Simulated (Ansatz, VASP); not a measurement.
# Cross-check of MgO (Periclase) between VASP and Ansatz, part 2 of 3

Wanted: the spread between two codes on one cell, functional and k mesh. The cell is taken from a series of runs on this material, whose earlier steps may have relaxed, scaled, displaced or heated it; both programs get it as it stands.

VASP 6.6.1 and Ansatz 0.2.0.

So far: The starting structure; VASP: zone-centre phonons, PBEsol, pair 1.

**3. Ansatz: zone-centre phonons, PBEsol, pair 1**

Level of this step: Ansatz beside VASP: Kohn-Sham DFT, plane waves, PBEsol (Ansatz).

Ansatz runs on its PAW soft_1 files.

The same cell, functional and mesh now go to Ansatz, which takes its cutoff from its data sets.

input.yaml

```yaml
crystal:
  lattice:
    - [0.0, 2.0347526706, 2.0347526706]
    - [2.0347526706, 0.0, 2.0347526706]
    - [2.0347526706, 2.0347526706, 0.0]
  atoms:
    - { symbol: O, position: [0.5, 0.5, 0.5] }
    - { symbol: Mg, position: [0.0, 0.0, 0.0] }
kpoints:
  mp_grid: { grid: [12, 12, 12] }
hamiltonian:
  xc: pbesol
  pseudopotentials: { kind: paw, azcp: { folder: soft_1 }, xc_functional: pbe }
scf:
  occupations: { method: fixed }
output:
  eigenvalues: true
phonons:
  method: dfpt
  dielectric: true
  rigid_motions: translations
```

Started as:

```
ansatz run input.yaml --threads 4 --pin off --max-ram 10240MiB --backend cpu --events-out ev --progress --plain --runs-dir out
```

Numbers of over 12 decimals in the logs are rounded to 6 here.

Log:

```text
Engine: ansatz 0.2.0, aarch64-unknown-linux-gnu
Pseudopotentials: kind: paw
Pseudopotential: O, paw, valence charge 6, recommended cutoff 420 eV (normal), soft_1/O.paw.azcp
Pseudopotential: Mg, paw, valence charge 10, recommended cutoff 420 eV (normal), soft_1/Mg.paw.azcp
Functional definition: PBEsol
  exchange = pbesol_x
  correlation = pbesol_c
Crystal: 2 atoms, lattice volume = 16.849 Å³
Basis set: ecut = 420 eV, 331 PW (Γ), exchange–correlation on 40×40×40 points (8 copies of the dense FFT grid, shifted against one another)
Bands: 12, of which v1, the nominal top of the filled ones, is band 8 counted from 1 (7 counted from 0)
Symmetry: 48 space group operations
k-points: 163 of 1728 (irreducible under 8 space group operations, time reversal used)
Non-local potential: O, projectors of the file, l = 0: 2, l = 1: 2, l = 2: 1
Non-local potential: Mg, projectors of the file, l = 0: 3, l = 1: 2, l = 2: 1
PAW form: soft (Blöchl's): semilocal exchange-correlation on the pseudo side does not see the compensation charge
PAW frozen core: O, regenerated for the run's functional, and the local potential with it (the file was generated under x = pbe(κ = 0.804, μ = 0.219515), c = pbe(β = 0.066725))
PAW frozen core: Mg, regenerated for the run's functional, and the local potential with it (the file was generated under x = pbe(κ = 0.804, μ = 0.219515), c = pbe(β = 0.066725))
PAW one-centre angular grid: O, 110 points (default); XC on 64 Gauss nodes
PAW one-centre angular grid: Mg, 110 points (default); XC on 64 Gauss nodes
Initial density: superposition of atomic densities (chi_scale 0.1, normalization cell, long waves kept (reshape's long-wave potential 0.00 eV rms))
Initial wavefunctions: pseudopotential atomic-orbital guess
Functional: x = pbesol(κ = 0.804, μ = 0.123457), c = pbesol(β = 0.046)
SCF iter   1: F=—  HF=-2475.754141 eV  |F-HF|=—  |Δ(HF+E_count)|=         —  Δρ=7.17e-2  dr2=4.51e-1  ethr=3.10e-3  ⟨swp⟩=4.5  Hψ=10458  notcnv=0  defer=212
preconditioner: auto → none  [insulator: Δε(μ)=5.461 eV  Ē_g=19.504 eV  n_scr=8 (ndim 8)  ℏωp=25.6 eV  f_vac=0.000  ε∞_Penn≈2.7]
SCF iter   2: F=—  HF=-2475.724527 eV  |F-HF|=—  |Δ(HF+E_count)|=   2.96e-2  Δρ=2.83e-2  dr2=7.12e-2  ethr=2.82e-3  ⟨swp⟩=2.9  Hψ=4099  notcnv=0  defer=274
SCF iter   3: F=—  HF=-2475.762065 eV  |F-HF|=—  |Δ(HF+E_count)|=   3.75e-2  Δρ=4.57e-3  dr2=1.54e-3  ethr=4.45e-4  ⟨swp⟩=2.8  Hψ=3151  notcnv=0  defer=319
SCF iter   4: F=—  HF=-2475.764259 eV  |F-HF|=—  |Δ(HF+E_count)|=   2.19e-3  Δρ=5.64e-4  dr2=4.12e-5  ethr=9.62e-6  ⟨swp⟩=2.0  Hψ=3588  notcnv=0  defer=324
SCF iter   5: F=—  HF=-2475.764255 eV  |F-HF|=—  |Δ(HF+E_count)|=   4.02e-6  Δρ=3.15e-4  dr2=9.64e-6  ethr=2.58e-7  ⟨swp⟩=2.0  Hψ=2734  notcnv=0  defer=257
SCF iter   6: F=—  HF=-2475.764252 eV  |F-HF|=—  |Δ(HF+E_count)|=   2.72e-6  Δρ=1.18e-4  dr2=1.38e-6  ethr=6.02e-8  ⟨swp⟩=1.1  Hψ=1984  notcnv=0
SCF iter   7: F=—  HF=-2475.764252 eV  |F-HF|=—  |Δ(HF+E_count)|=   2.99e-7  Δρ=2.37e-5  dr2=5.47e-8  ethr=8.60e-9  ⟨swp⟩=2.0  Hψ=2204  notcnv=0
SCF iter   8: F=—  HF=-2475.764252 eV  |F-HF|=—  |Δ(HF+E_count)|=   1.03e-8  Δρ=2.45e-6  dr2=5.91e-10  ethr=3.42e-10  ⟨swp⟩=2.1  Hψ=2302  notcnv=0
SCF iter   9: F=-2475.764252 eV  HF=-2475.764252 eV  |F-HF|=4.55e-13  |Δ(HF+E_count)|=  8.37e-11  Δρ=1.13e-7  dr2=1.14e-12  ethr=1.00e-12  ⟨swp⟩=7.2  Hψ=10171  notcnv=0
SCF 1 converged in 9 iterations: F = -2475.764252 eV  dr2 = 1.14e-12
  greatest PAW one-centre occupation: 1.000 electrons in one spin orbital (limit 2), on the Mg atom at site 1 (counted from 0), in its partial waves of l = 0
NSCF: frozen V_eff on 1 k-points
DFPT response loops at Γ: preconditioner auto → none (the input reference at scf.mixing.eps_inf says where Resta's filter doesn't serve); β = 0.50; Broyden in place of MSR1
SCF converged after 9 iterations
Free energy (F): -2475.764252 eV
Harris-Foulkes:  -2475.764252 eV  (|F-HF|=4.55e-13)
Internal energy: -2475.764252 eV  (E = F + TS)
E sigma→0 (E₀):  -2475.764252 eV
Fermi energy:    9.280964 eV
--- Per-component energies (eV) ---
  E_band       = -271.022134
  E_kinetic    = 245.940586
  E_local      = -1625.497428  (includes V_loc(G=0)·N_el)
  E_nonlocal   = 247.872020
  E_hartree    = 536.796673
  E_xc         = -100.424596
  E_vxc        = -129.411940  (∫ρ·V_xc dr)
  E_paw        = -446.012578  (= ΣΔE_a)
  E_vpaw       = -83.519470  (= ΣTr[D̂ρ^β])
  E_aug_tail   = 0.000724  (compensation charges beyond the density's cutoff)
  E_ewald      = -1334.533805
  E_core_change = 0.094150  (= ΣΔE_core)
  E_smearing   = -0.000000  (= −TS)
  E_closure    = 0.000000  (closes the sum)
  Σ components = -2475.764252   (vs F -2475.764252, Δ=0.00e0)
--- Band table (eV; the first three rows and the last of 163) ---
  k-point 0: bands = [... 4 lower, -8.4742, 9.2810, 9.2810, 9.2810, 14.9820, 25.4997, 25.4997, 25.4997]
  k-point 1: bands = [... 4 lower, -8.3808, 8.7904, 9.2238, 9.2238, 15.4302, 24.4938, 25.6957, 25.6957]
  k-point 2: bands = [... 4 lower, -8.1159, 7.6702, 9.0719, 9.0719, 16.3851, 23.1197, 26.1827, 26.1827]
  k-point 162: bands = [... 4 lower, -6.4896, 5.9657, 5.9657, 7.2936, 21.4808, 21.4808, 22.6341, 26.0988]
--- Phonons (Γ-DFPT): 2 representative perturbations + reference, on 163 of 1728 k-points (Σ response iterations 7) ---
  k mesh reduced under 8 symmetry operations, with k and −k counted as one. Each operation leaves every solved perturbation unchanged. A smaller set is not considered because the run solves the response to a homogeneous field
  ASR residual: 9.178e-5 → 0.000e0 eV/Å²; symmetrization residual: 8.755e-7 eV/Å²
  ASR residual per site (eV/Å²): 9.18e-5 2.56e-5
  Γ frequencies (cm⁻¹): 0.00 0.00 0.00 486.74 486.74 486.74
  ε∞ (high-frequency dielectric tensor):
        3.135557    -0.000000    -0.000000
        0.000000     3.135557    -0.000000
        0.000000     0.000000     3.135557
  ε⁰ (static dielectric tensor: ions relaxed, cell fixed):
        7.927567    -0.000000    -0.000000
        0.000000     7.927567    -0.000000
        0.000000    -0.000000     7.927567
  ε⁰ − ε∞ (ionic part):
        4.792010    -0.000000     0.000000
       -0.000000     4.792010    -0.000000
        0.000000    -0.000000     4.792010
  softest optical mode at Γ: 486.74 cm⁻¹; the repairs (sum rule, projections) moved no ω² at Γ by more than (1.28 cm⁻¹)²
  Born effective charges Z* (e; rows j = field, columns β = displacement):
    site 0:
        -1.93665    0.00000   -0.00000
         0.00000   -1.93665   -0.00000
         0.00000    0.00000   -1.93665
    site 1:
         1.93665   -0.00000    0.00000
         0.00000    1.93665    0.00000
         0.00000   -0.00000    1.93665
  Z* charge neutrality: 1.241e-5 e pre-enforcement
  k-mesh period / interband length: 34.5 Å / 1.31 Å = 26.46 at k = (0.0000, 0.0000, 0.0000), direct gap 5.701 eV — 14 or more, which is no proof of convergence
  optical modes at Γ without the LO–TO term, one row a degenerate level:
      ω (cm⁻¹)  modes    IR ((D/Å)²/amu)
        486.74      3            26.9059
  optical modes at Γ + LO–TO along q̂ = [1.0000, 0.0000, 0.0000]:
      ω (cm⁻¹)  modes    IR ((D/Å)²/amu)
        486.74      2            17.9372
        773.95      1             8.9686
  optical modes at Γ + LO–TO along q̂ = [0.0000, 1.0000, 0.0000]:
      ω (cm⁻¹)  modes    IR ((D/Å)²/amu)
        486.74      2            17.9372
        773.95      1             8.9686
  optical modes at Γ + LO–TO along q̂ = [0.0000, 0.0000, 1.0000]:
      ω (cm⁻¹)  modes    IR ((D/Å)²/amu)
        486.74      2            17.9372
        773.95      1             8.9686
```

**4. Differences**

Known differences besides the potentials themselves: fixed occupations in Ansatz, narrow Gaussian smearing in VASP; the data sets hold 16 valence electrons in Ansatz (on its PAW soft_1 files) and 8 in VASP; the cutoff is 420 eV in Ansatz and 600 eV in VASP; Ansatz makes its cores anew for this functional, VASP keeps those of its PBE data sets. Total energies have different zeros and are not compared.

The two programs side by side:

| quantity | Ansatz | VASP | difference |
| --- | --- | --- | --- |
| ε∞ xx | 3.14 | 3.05 | +2.74 % |
| ε∞ yy | 3.14 | 3.05 | +2.74 % |
| ε∞ zz | 3.14 | 3.05 | +2.74 % |
| Born charge of O1 (mean of the diagonal) (e) | -1.94 | -1.92 | -0.01 |
| Born charge of Mg2 (mean of the diagonal) (e) | 1.94 | 1.92 | +0.01 |
| optical mode 1 to 3 (cm⁻¹) | 486.7 | 491.0 | -0.87 % |

Modes are paired by rising frequency, not by their patterns, so a pair may set unlike modes beside each other; they are those without the splitting of longitudinal modes.

**5. VASP: zone-centre phonons, PBEsol, pair 2**

Second derivatives magnify differences that forces hide, and they need a tight electronic threshold. The cell compared in this pair holds 17.22 Å³, against 16.85 Å³ for the pair before.

INCAR

```
SYSTEM = MgO
PREC = Accurate
ENCUT = 600
EDIFF = 1E-08
NELM = 120
ISMEAR = 0
SIGMA = 0.01
LREAL = .FALSE.
ALGO = Normal
GGA = PS
NBANDS = 10
LORBIT = 11
LWAVE = .FALSE.
LCHARG = .FALSE.
ISIF = 2
IBRION = 8
LEPSILON = .TRUE.
LASPH = .TRUE.
GGA_COMPAT = .FALSE.
EFERMI = MIDGAP
KPAR = 2
```

POSCAR

```
MgO
1.0
    0.0000000000      2.0497146246      2.0497146246
    2.0497146246      0.0000000000      2.0497146246
    2.0497146246      2.0497146246      0.0000000000
O Mg
1 1
Direct
    0.5000000000      0.5000000000      0.5000000000
    0.0000000000      0.0000000000      0.0000000000
```

KPOINTS

```
Automatic mesh
0
Gamma
12 12 12
0 0 0
```

Potentials, in the order of the species: O and Mg (PBE family, release 64).

Started as:

```
mpirun -np 2 vasp_std
```

Log:

```text
[banner, memory and clock lines left out]
running    2 mpi-ranks, on    1 nodes
[...]
[... a notice as in an earlier step ...]

 LDA part: xc-table for (Slater+PW92), standard interpolation
 POSCAR, INCAR and KPOINTS ok, starting setup
[...]
entering main loop
       N       E                     dE             d eps       ncg     rms          rms(c)
DAV:   1     0.170803908076E+02    0.17080E+02   -0.50707E+03  1608   0.807E+02
DAV:   2    -0.132322178397E+02   -0.30313E+02   -0.29332E+02  1610   0.155E+02
DAV:   3    -0.138640953755E+02   -0.63188E+00   -0.63124E+00  1718   0.202E+01
DAV:   4    -0.138655452153E+02   -0.14498E-02   -0.14498E-02  1590   0.106E+00
[...]
DAV:  12    -0.124509670611E+02   -0.40102E-06   -0.71615E-08  1562   0.330E-03    0.267E-04
DAV:  13    -0.124509671305E+02   -0.69441E-07   -0.48233E-09   860   0.496E-04    0.570E-05
DAV:  14    -0.124509671217E+02    0.87985E-08   -0.85724E-11   782   0.913E-05
   1 F= -.12450967E+02 E0= -.12450967E+02  d E =0.000000E+00
[...]
force on displaced ion       1 direction 1 :  -7.801   0.000   0.000
 Born effective charge ion    1 direction 1 :  -1.933   0.000   0.000
 Linear response progress:
  Degree of freedom:   2/  2
       N       E                     dE             d eps       ncg     rms          rms(c)
RMM:   1    -0.232655013248E-02   -0.23266E-02   -0.39538E-04  6894   0.556E-01
RMM:   2    -0.226803336877E-02    0.58517E-04   -0.17689E-04  4926   0.925E-02    0.382E-02
RMM:   3    -0.224238728642E-02    0.25646E-04   -0.19411E-05  5172   0.319E-02    0.194E-02
RMM:   4    -0.224802820808E-02   -0.56409E-05   -0.16267E-05  5173   0.289E-02    0.325E-03
RMM:   5    -0.225084016156E-02   -0.28120E-05   -0.20952E-07  5190   0.393E-03    0.321E-04
RMM:   6    -0.225111722673E-02   -0.27707E-06   -0.11916E-09  5264   0.316E-04    0.143E-04
RMM:   7    -0.225124851103E-02   -0.13128E-06   -0.41121E-10  5314   0.202E-04    0.160E-05
RMM:   8    -0.225127026089E-02   -0.21750E-07   -0.37416E-12  5329   0.107E-05    0.255E-06
RMM:   9    -0.225127219456E-02   -0.19337E-08   -0.33598E-12  4755   0.325E-06    0.350E-07
 first order change of Fermi-energy   0.76093E-04
 force on displaced ion       2 direction 1 :  -7.815   0.000   0.000
 Born effective charge ion    2 direction 1 :   1.933   0.000   0.000
 Born effective charges drift removed
 Linear response finished
```

OUTCAR, selected parts (step 5):

```text
  Total        1.6005382      1.6005382      1.6005382     -0.0000000     -0.0000000      0.0000000
  in kB      148.8903069    148.8903069    148.8903069     -0.0000000     -0.0000000      0.0000000
  external PRESSURE =     148.8903069 kB  Pullay stress =       0.0000000 kB

 POSITION                                       TOTAL-FORCE (eV/Angst)
 -----------------------------------------------------------------------------------
      2.04971      2.04971      2.04971         0.000000      0.000000      0.000000
      0.00000      0.00000      0.00000        -0.000000     -0.000000     -0.000000
 -----------------------------------------------------------------------------------
    total drift:                               -0.000000     -0.000000      0.000000

 MACROSCOPIC STATIC DIELECTRIC TENSOR (including local field effects in DFT)
 ------------------------------------------------------
           3.073487    -0.000000    -0.000000
          -0.000000     3.073487    -0.000000
           0.000000    -0.000000     3.073487
 ------------------------------------------------------

 MACROSCOPIC STATIC DIELECTRIC TENSOR IONIC CONTRIBUTION
 ------------------------------------------------------
           5.025979    -0.000000    -0.000000
          -0.000000     5.025979    -0.000000
          -0.000000    -0.000000     5.025979
 ------------------------------------------------------

[... 1 part as in an earlier step ...]

[... 1 further part left out ...]
```

**6. Ansatz: zone-centre phonons, PBEsol, pair 2**

The same cell, functional and mesh now go to Ansatz, which takes its cutoff from its data sets.

The cell is taken from a series of runs on this material, whose earlier steps may have relaxed, scaled, displaced or heated it; both programs get it as it stands.

input.yaml, the sections that differ from step 3:

```yaml
crystal:
  lattice:
    - [0.0, 2.0497146246, 2.0497146246]
    - [2.0497146246, 0.0, 2.0497146246]
    - [2.0497146246, 2.0497146246, 0.0]
  atoms:
    - { symbol: O, position: [0.5, 0.5, 0.5] }
    - { symbol: Mg, position: [0.0, 0.0, 0.0] }
# kpoints, hamiltonian, scf, output, phonons: as in step 3
```

Started as:

```
ansatz run input.yaml --threads 4 --pin off --max-ram 10240MiB --backend cpu --events-out ev --progress --plain --runs-dir out
```

Log:

```text
[...]
Crystal: 2 atoms, lattice volume = 17.223 Å³
Basis set: ecut = 420 eV, 331 PW (Γ), exchange–correlation on 40×40×40 points (8 copies of the dense FFT grid, shifted against one another)
Bands: 12, of which v1, the nominal top of the filled ones, is band 8 counted from 1 (7 counted from 0)
Symmetry: 48 space group operations
k-points: 163 of 1728 (irreducible under 8 space group operations, time reversal used)
[...]
optical modes at Γ + LO–TO along q̂ = [1.0000, 0.0000, 0.0000]:
      ω (cm⁻¹)  modes    IR ((D/Å)²/amu)
[...]
optical modes at Γ + LO–TO along q̂ = [0.0000, 1.0000, 0.0000]:
      ω (cm⁻¹)  modes    IR ((D/Å)²/amu)
        465.56      2            18.1034
        756.29      1             9.0517
  optical modes at Γ + LO–TO along q̂ = [0.0000, 0.0000, 1.0000]:
      ω (cm⁻¹)  modes    IR ((D/Å)²/amu)
        465.56      2            18.1034
        756.29      1             9.0517
[key lines of the parts left out:]
SCF converged after 8 iterations
Free energy (F): -2475.806428 eV
Fermi energy:    8.981889 eV
```

**7. Side by side**

What differs besides the data sets and the points named for the pairs above, as far as they apply: the data sets hold 16 valence electrons in Ansatz (on its PAW soft_1 files) and 8 in VASP. Total energies have different zeros and are not compared.

Both answers:

| quantity | Ansatz | VASP | difference |
| --- | --- | --- | --- |
| ε∞ xx | 3.16 | 3.07 | +2.67 % |
| ε∞ yy | 3.16 | 3.07 | +2.67 % |
| ε∞ zz | 3.16 | 3.07 | +2.67 % |
| Born charge of O1 (mean of the diagonal) (e) | -1.95 | -1.93 | -0.01 |
| Born charge of Mg2 (mean of the diagonal) (e) | 1.95 | 1.93 | +0.01 |
| optical mode 1 to 3 (cm⁻¹) | 465.6 | 469.1 | -0.75 % |

Modes are paired by rising frequency, not by their patterns, so a pair may set unlike modes beside each other; they are those without the splitting of longitudinal modes.

**8. Ansatz: zone-centre phonons, PBEsol, pair 3**

Second derivatives magnify differences that forces hide, and they need a tight electronic threshold. The cell compared in this pair holds 17.60 Å³, against 17.22 Å³ for the pair before.

The cell is taken from a series of runs on this material, whose earlier steps may have relaxed, scaled, displaced or heated it; both programs get it as it stands.

input.yaml, the sections that differ from step 6:

```yaml
crystal:
  lattice:
    - [0.0, 2.06446128, 2.06446128]
    - [2.06446128, 0.0, 2.06446128]
    - [2.06446128, 2.06446128, 0.0]
  atoms:
    - { symbol: O, position: [0.5, 0.5, 0.5] }
    - { symbol: Mg, position: [0.0, 0.0, 0.0] }
# kpoints, hamiltonian, scf, output, phonons: as in step 6
```

Log:

```text
[...]
Crystal: 2 atoms, lattice volume = 17.597 Å³
Basis set: ecut = 420 eV, 331 PW (Γ), exchange–correlation on 40×40×40 points (8 copies of the dense FFT grid, shifted against one another)
Bands: 12, of which v1, the nominal top of the filled ones, is band 8 counted from 1 (7 counted from 0)
Symmetry: 48 space group operations
k-points: 163 of 1728 (irreducible under 8 space group operations, time reversal used)
[...]
optical modes at Γ + LO–TO along q̂ = [1.0000, 0.0000, 0.0000]:
      ω (cm⁻¹)  modes    IR ((D/Å)²/amu)
[...]
optical modes at Γ + LO–TO along q̂ = [0.0000, 1.0000, 0.0000]:
      ω (cm⁻¹)  modes    IR ((D/Å)²/amu)
        445.07      2            18.2686
        739.34      1             9.1343
  optical modes at Γ + LO–TO along q̂ = [0.0000, 0.0000, 1.0000]:
      ω (cm⁻¹)  modes    IR ((D/Å)²/amu)
        445.07      2            18.2686
        739.34      1             9.1343
[key lines of the parts left out:]
SCF converged after 8 iterations
Free energy (F): -2475.837468 eV
Fermi energy:    8.695928 eV
```

[end of part 2 of 3]

[Lines on the potential files, build, host, timing and source positions are cut from VASP's logs without a mark.]

[Logs are printed without paths, hosts, clocks, repeated set-up lines and the standing remarks that a program may print on its own settings, such as how far it seeks lower states.]

[Hosts, paths, dates, database ids (printed as entryN), source tags and the programs' standing remarks are cut or masked in the printed files.]
